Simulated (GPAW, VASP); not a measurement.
This is a calculation of Ta3AsAu2O13 for VASP 6.6.1. Atoms were shifted at random by some hundredths of an Å from the given cell, which wasn't relaxed again for these runs. The cell comes from a database or a generator and needn't be the stable form of this composition.

Contents of INCAR:

```
PREC     = Accurate       # precision mode
ENCUT    = 520            # plane-wave cutoff, eV
EDIFF    = 1E-7           # SCF threshold, eV
ISMEAR   = -1             # smearing method
SIGMA    = 0.05           # smearing width, eV
LREAL    = F              # projectors in reciprocal space
LASPH    = T              # aspherical terms in the spheres
NELM     = 80             # most SCF steps
ALGO     = Normal         # electronic algorithm
ISIF     = 2              # what is computed and relaxed
LWAVE    = F              # write WAVECAR
LCHARG   = F              # write CHGCAR
GGA      = PE             # functional
NBANDS   = 84             # bands
KPAR     = 4
```

The input KPOINTS:

```
Automatic mesh
0
Gamma
  4 4 4
```

Contents of POSCAR:

```
Ta3AsAu2O13
1.0
    5.2423700000      3.0266800000      4.1427300000
   -5.2423700000      3.0266800000      4.1427300000
    0.0000000000     -6.0533700000      4.1427300000
Ta As Au O
3 1 2 13
Direct
    0.2323130000      0.5728370000      0.2351840000
    0.2280820000      0.2244860000      0.5782590000
    0.5710260000      0.2358440000      0.2275500000
    0.5634600000      0.5628140000      0.5606460000
    0.9712240000      0.9668470000      0.9648950000
    0.7507290000      0.7527750000      0.7492900000
    0.4076300000      0.6683220000      0.3975040000
    0.4149350000      0.4141220000      0.6662730000
    0.6676710000      0.4059240000      0.4065080000
    0.4927470000      0.0159480000      0.3638260000
    0.3600510000      0.5002340000      0.0141410000
    0.0110140000      0.3649670000      0.4957890000
    0.3599000000      0.0144190000      0.5026130000
    0.0117140000      0.5049330000      0.3584020000
    0.5056460000      0.3583990000      0.0088330000
    0.1030050000      0.7484380000      0.1118590000
    0.1109730000      0.1130570000      0.7499700000
    0.7478410000      0.1125830000      0.1111270000
    0.3068180000      0.3054050000      0.3051140000
```

Potentials or basis: VASP PAW PBE potentials, release 64 (Ta_pv, As, Au, O).

The run is started by

```bash
$ cat potpaw_PBE.64/Ta_pv/POTCAR potpaw_PBE.64/As/POTCAR potpaw_PBE.64/Au/POTCAR potpaw_PBE.64/O/POTCAR > POTCAR
$ mpirun -np 4 vasp_std > vasp.out
```

Task: Translate it to GPAW 26.7.0 (ASE script). Potentials or basis there: GPAW PAW data sets (gpaw-data 1.2.1), cutoff 800 eV.

Result: As run (cutoffs and basis follow the program's own potentials, and thresholds, step limits or extra output files can differ):

run.py

```python
from ase import Atoms
from ase.dft.bandgap import bandgap
from ase.io import write
from ase.units import GPa
from ase.parallel import parprint
from gpaw import GPAW, PW

atoms = Atoms(['Ta', 'Ta', 'Ta', 'As', 'Au', 'Au', 'O', 'O', 'O', 'O', 'O', 'O', 'O', 'O', 'O', 'O', 'O', 'O', 'O'],
              cell=[[5.2423697419, 3.0266835817, 4.14273],
                    [-5.2423697419, 3.0266835817, 4.14273],
                    [0.0, -6.0533671634, 4.14273]],
              scaled_positions=[[0.232313, 0.572837, 0.235184],
                                [0.228082, 0.224486, 0.578259],
                                [0.571026, 0.235844, 0.22755],
                                [0.56346, 0.562814, 0.560646],
                                [0.971224, 0.966847, 0.964895],
                                [0.750729, 0.752775, 0.74929],
                                [0.40763, 0.668322, 0.397504],
                                [0.414935, 0.414122, 0.666273],
                                [0.667671, 0.405924, 0.406508],
                                [0.492747, 0.015948, 0.363826],
                                [0.360051, 0.500234, 0.014141],
                                [0.011014, 0.364967, 0.495789],
                                [0.3599, 0.014419, 0.502613],
                                [0.011714, 0.504933, 0.358402],
                                [0.505646, 0.358399, 0.008833],
                                [0.103005, 0.748438, 0.111859],
                                [0.110973, 0.113057, 0.74997],
                                [0.747841, 0.112583, 0.111127],
                                [0.306818, 0.305405, 0.305114]],
              pbc=True)

calc = GPAW(mode=PW(800),
            xc='PBE',
            kpts={'size': (4, 4, 4), 'gamma': True},
            occupations={'name': 'fermi-dirac', 'width': 0.05},
            nbands=121,
            convergence={'density': 1e-05, 'energy': 1e-05},
            maxiter=150,
            txt='gpaw.txt')
atoms.calc = calc
energy = atoms.get_potential_energy()
forces = atoms.get_forces()
stress = atoms.get_stress()
calc.write('gs.gpw')
write('result.traj', atoms)
parprint(f'Energy: {energy:.6f} eV')
parprint('Forces (eV/A):')
parprint(forces.round(4))
parprint('Stress (GPa):', (stress / GPa).round(3))
parprint('Fermi level:', round(calc.get_fermi_level(), 4), 'eV')
parprint(f'Gap: {bandgap(calc)[0]:.4f} eV, direct: {bandgap(calc, direct=True)[0]:.4f} eV')
```

Potentials or basis: GPAW PAW data sets (gpaw-data 1.2.1), pw.

The run is started by

```bash
$ OMP_NUM_THREADS=1 mpirun -n 8 gpaw python run.py
```

Both were run:

|  | VASP | GPAW |
| --- | --- | --- |
| Pressure | 0.5 GPa | 0.7 GPa |
| Largest force | 4.480 eV/Å | 4.511 eV/Å |

The potentials hold 138 and 144 valence electrons a cell.

Pressure is positive in compression.
